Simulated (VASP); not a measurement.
Computed with RPBE GGA, VASP's PBE PAW potentials (set 64) (plane waves; VASP).

VASP ran on this input.

INCAR:
```
# general
SYSTEM   =  Ni
PREC     =  Accurate
ENCUT    =  520
LREAL    =  .False.
LASPH    =  .True.

# electronic loop
EDIFF    =  1E-6
NELM     =  100
ALGO     =  Normal
LMAXMIX  =  4

# smearing
ISMEAR   =  1
SIGMA    =  0.1

# functional
GGA      =  RP

# spin
ISPIN    =  2
MAGMOM   =  0.6

# ions
IBRION   =  2
NSW      =  60
ISIF     =  3
EDIFFG   =  -0.01

# output
LWAVE    =  .False.
LCHARG   =  .False.
LORBIT   =  10
```

**KPOINTS**
```
Automatic mesh
0
Gamma
16 16 16
0 0 0
```

### POSCAR
```
Ni
1
    0.0000000000     1.7758171200     1.7758171200
    1.7758171200     0.0000000000     1.7758171200
    1.7758171200     1.7758171200     0.0000000000
Ni
1
Direct
  0.0000000000   0.0000000000   0.0000000000
```

POTCAR, in this order: Ni (PBE.64 set). Program: vasp_std.

The run wrote:

**OSZICAR**
```
       N       E                     dE             d eps       ncg     rms          rms(c)
DAV:   1     0.236551452590E+02    0.23655E+02   -0.48333E+03  5308   0.143E+03
DAV:   2    -0.545084452046E+01   -0.29106E+02   -0.27998E+02  5271   0.165E+02
DAV:   3    -0.586706333461E+01   -0.41622E+00   -0.41570E+00  6158   0.266E+01
DAV:   4    -0.587091333076E+01   -0.38500E-02   -0.38496E-02  5977   0.223E+00
DAV:   5    -0.587101194470E+01   -0.98614E-04   -0.98612E-04  6045   0.305E-01    0.934E+00
DAV:   6    -0.528643906397E+01    0.58457E+00   -0.16040E+01  5456   0.642E+01    0.604E+00
DAV:   7    -0.496804446262E+01    0.31839E+00   -0.28058E+00  5492   0.252E+01    0.189E+00
DAV:   8    -0.495478415583E+01    0.13260E-01   -0.22168E-02  7120   0.177E+00    0.939E-01
DAV:   9    -0.495272432513E+01    0.20598E-02   -0.19498E-03  7651   0.471E-01    0.241E-01
DAV:  10    -0.495236892370E+01    0.35540E-03   -0.58552E-04  6559   0.225E-01    0.401E-02
DAV:  11    -0.495238051391E+01   -0.11590E-04   -0.10912E-04  6780   0.128E-01    0.305E-02
DAV:  12    -0.495238073380E+01   -0.21989E-06   -0.21560E-06  3418   0.230E-02
   1 F= -.49523807E+01 E0= -.49525739E+01  d E =-.495238E+01  mag=     0.6043
```

OUTCAR:
```
------------------------ aborting loop because EDIFF is reached ----------------------------------------
  FORCE on cell =-STRESS in cart. coord.  units (eV):
  Direction    XX          YY          ZZ          XY          YZ          ZX
  --------------------------------------------------------------------------------------
  Total       -0.0029589     -0.0029589     -0.0029589      0.0000000      0.0000000      0.0000000
  in kB       -0.4232715     -0.4232715     -0.4232715      0.0000000      0.0000000      0.0000000
  external PRESSURE =      -0.4232715 kB  Pullay stress =       0.0000000 kB
  volume of cell :       11.20
      direct lattice vectors                 reciprocal lattice vectors
     0.000000000  1.775817120  1.775817120    -0.281560525  0.281560525  0.281560525
     1.775817120  0.000000000  1.775817120     0.281560525 -0.281560525  0.281560525
     1.775817120  1.775817120  0.000000000     0.281560525  0.281560525 -0.281560525
 POSITION                                       TOTAL-FORCE (eV/Angst)
 -----------------------------------------------------------------------------------
      0.00000      0.00000      0.00000         0.000000      0.000000     -0.000000
 -----------------------------------------------------------------------------------
    total drift:                               -0.000000     -0.000000     -0.000000
  FREE ENERGIE OF THE ION-ELECTRON SYSTEM (eV)
  ---------------------------------------------------
  free  energy   TOTEN  =        -4.9523807338 eV

  energy  without entropy=       -4.9529603545  energy(sigma->0) =       -4.95257394

 total charge

# of ion       s       p       d       tot
------------------------------------------
    1        0.482   0.471   8.299   9.253

 magnetization (x)

# of ion       s       p       d       tot
------------------------------------------
    1       -0.008  -0.027   0.656   0.621

 reached required accuracy - stopping structural energy minimisation
```
(Selected blocks of OUTCAR.)

OUTCAR:
```
 val. band max:        9.1386670016   @ k =   0.3750   0.2500   0.0000

 cond. band min:       9.1478209585   @ k =  -0.3750   0.1875   0.0625


 Fermi energy:         9.1433278899

 spin component 1

 k-point     1 :       0.0000    0.0000    0.0000
  band No.  band energies     occupation
      1       0.3342      1.00000
      2       6.7627      1.00000
      3       6.7627      1.00000
      4       6.7627      1.00000
      5       7.9014      1.00000
      6       7.9014      1.00000
      7      32.5614      0.00000
      8      36.2700      0.00000
      9      36.2700      0.00000

 k-point     2 :       0.0625    0.0000    0.0000
  band No.  band energies     occupation
      1       0.4838      1.00000
      2       6.7254      1.00000
      3       6.7951      1.00000
      4       6.7951      1.00000
      5       7.8877      1.00000
      6       7.8877      1.00000
      7      32.0213      0.00000
      8      34.5141      0.00000
      9      35.8985      0.00000

 k-point     3 :       0.1250    0.0000    0.0000
  band No.  band energies     occupation
      1       0.9245      1.00000
      2       6.6276      1.00000
      3       6.8774      1.00000
      4       6.8774      1.00000
      5       7.8611      1.00000
      6       7.8611      1.00000
      7      29.5822      0.00000
      8      33.5308      0.00000
      9      35.2207      0.00000

 k-point     4 :       0.1875    0.0000    0.0000
  band No.  band energies     occupation
      1       1.6273      1.00000
      2       6.5120      1.00000
      3       6.9612      1.00000
      4       6.9612      1.00000
      5       7.8670      1.00000
      6       7.8670      1.00000
      7      26.4081      0.00000
      8      33.1251      0.00000
      9      34.5913      0.00000

 k-point     5 :       0.2500    0.0000    0.0000
  band No.  band energies     occupation
      1       2.5228      1.00000
...
```

The compound is Ni in the fcc structure. It was relaxed first. The start is the result of an earlier pass.
